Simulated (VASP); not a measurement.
Given:

```
YB2
1.0
   -1.71970     1.71970     4.20904
    1.71970    -1.71970     4.20904
    1.71970     1.71970    -4.20904
Y B
1 2
Direct
  0.00000   0.00000   0.00000
  0.33530   0.33530   0.00000
  0.66470   0.66470   0.00000
```

Method: PBE GGA, VASP's PBE PAW potentials (set 64) (plane waves; VASP). Numerical set-up: 520 eV cut-off, 11×11×11 Γ-centred mesh, Gaussian smearing of 0.050 eV, potentials Y_sv B.

Task: Predict the energy per atom (σ→0), pressure, band gap (on the k-mesh) with the smallest direct gap where there is one.

Result: 
| Property | Value |
|---|---|
| band gap (on the k-mesh) | none (metal, semimetal or under 0.01 eV) |
| energy per atom (σ→0) | -5267 meV/atom |
| pressure | -8.32 GPa |

The structure was generated: YB2 was put into the MoSi2 type (I4/mmm), which need not be its known phase. The cell was not relaxed at this level. The run is one of a series of settings (ISMEAR = 0, SIGMA = 0.05 against the base run), some of them coarse on purpose. The electron count is odd and the run is not spin-polarised, which forces a metal.
